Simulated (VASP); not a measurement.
Consider the following.

```cif
data_Cd4F8
_chemical_formula_sum 'Cd4 F8'
_space_group_name_H-M_alt 'Fm-3m'
_space_group_IT_number 225
_space_group_name_Hall '-F 4 2 3'
_cell_length_a 5.49774
_cell_length_b 5.49774
_cell_length_c 5.49774
_cell_angle_alpha 90.000
_cell_angle_beta 90.000
_cell_angle_gamma 90.000
loop_
_atom_site_label
_atom_site_type_symbol
_atom_site_symmetry_multiplicity
_atom_site_Wyckoff_symbol
_atom_site_fract_x
_atom_site_fract_y
_atom_site_fract_z
_atom_site_occupancy
Cd1 Cd 4 a 0.00000 0.00000 0.00000 1
F1 F 8 c 0.25000 0.25000 0.25000 1
```
(The calculation used a cell of 3 atoms; values per cell refer to that cell.)

Calculation: PBE GGA, VASP's PBE PAW potentials (set 64) (plane waves; VASP). Run with 520 eV cut-off, 7×7×7 Γ-centred mesh, Gaussian smearing of 0.050 eV, potentials Cd F.

Problem. Give the energy at these volumes per atom, relative to the lowest: 12.98, 13.40, 13.81, 14.22, 14.64 Å³.

Solution. 17.8, 4.6, 0.0, 2.8, 11.8 meV/atom. A third-order Birch-Murnaghan fit gives B0 = 93.4 GPa and B0′ = 4.7.

The compound is CdF2 in the fluorite structure. It was relaxed first, which changed the volume by +6 %.
